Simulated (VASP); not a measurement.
Input for VASP

**KPOINTS**
```
Automatic mesh
0
Gamma
10 10 10
0 0 0
```

**POSCAR**
```
Rb
5.8577710
 -0.5000000310   0.5000000310   0.5000000310
  0.5000000310  -0.5000000310   0.5000000310
  0.5000000310   0.5000000310  -0.5000000310
Rb
1
Cart
  0.0000000000   0.0000000000   0.0000000000
```

### INCAR
```
LASPH=T
ALGO=Normal   # blocked Davidson
ISIF=2   # forces and stress, cell fixed
NEDOS=601   # DOS grid
ENCUT=520   # plane-wave cut-off (eV)
GGA=RP   # RPBE
LORBIT=11
LREAL=F   # projection in real space or not
LMAXMIX=4
SYSTEM=Rb
NELM=100   # most electronic steps
LWAVE=F
LCHARG=T
EDIFF=1E-7
ISMEAR=-5   # tetrahedra, Bloechl
PREC=Accurate
```

POTCAR, in this order: Rb_sv (PBE.64 set). Program: vasp_std.

**Question.** Write an equivalent input for Ansatz.

**Answer.** One equivalent input (not run):
Ansatz 0.2 input:
```yaml
crystal:
  lattice:
    - [-2.9288857, 2.9288857, 2.9288857]
    - [2.9288857, -2.9288857, 2.9288857]
    - [2.9288857, 2.9288857, -2.9288857]
  atoms:
    - { symbol: Rb, position: [0.0000000, 0.0000000, 0.0000000] }
kpoints:
  mp_grid: { grid: [10, 10, 10] }
hamiltonian:
  xc: rpbe
  pseudopotentials: { kind: paw }
scf:
  occupations: { method: tetrahedron }
  max_iter: 100
output: { forces: true, stress: true, eigenvalues: true }
```
Limits of the translation: each code has its own PAW files, so the cut-off isn't converted (ENCUT is set for VASP's; basis.ecutwfc is left out, and Ansatz then takes the one that its files recommend); Ansatz stops its SCF on the density residual and VASP on the energy change (EDIFF).

The compound is Rb in the bcc structure. It was relaxed first, which changed the volume by +11 %.
